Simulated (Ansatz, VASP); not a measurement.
# Fitting the PBE energy curve of WS

```
CELL_PARAMETERS angstrom
3.00789 0.00000 0.00000
0.00000 3.00789 0.00000
0.00000 0.00000 3.00789
ATOMIC_POSITIONS crystal
W 0.50000 0.50000 0.50000
S 0.00000 0.00000 0.00000
```

The cell comes from a database or a generator and needn't be the stable form of this composition.

The cell was scaled at fixed shape and fractions and run with Ansatz, Ansatz PAW (earlier soft set), cutoff 420 eV; PBE, k mesh 9 × 9 × 9 on the cell of 2 atoms, fermi-dirac occupations of 0.05 eV, no spin polarisation, no spin-orbit coupling. Energies are those that the program minimises, any entropy of the smearing included. For a metal such a mesh isn't converged to the digits shown.

```tsv
V (Å³/atom)	energy over the lowest row (meV/atom)
12.7904	43.99
13.0625	19.28
13.3347	5.00
13.6068	0.00
13.8789	3.33
14.1511	?
14.4232	31.42
```

Task: Fit the third-order Birch-Murnaghan form, give V0, B0 and B′, and predict the energy left open.

Result: With y = (V0/V)^(2/3), E = E0 + (9 V0 B0/16) [(y - 1)³ B′ + (y - 1)² (6 - 4y)]. Least squares through the rows shown give V0 = 13.6291 Å³/atom, E0 = -0.02 meV, B0 = 242.3 GPa (1 eV/Å³ = 160.218 GPa) and B′ = 4.67, with a largest miss of 0.01 meV. At V = 14.1511 the form with these constants gives 14.06 meV; the run gave 14.07 meV an atom. Other set-ups at this level, from all their volumes (Å³/atom, GPa): VASP, PBE PAW files S, W_sv, 520 eV: V0 13.655, B0 242.3.
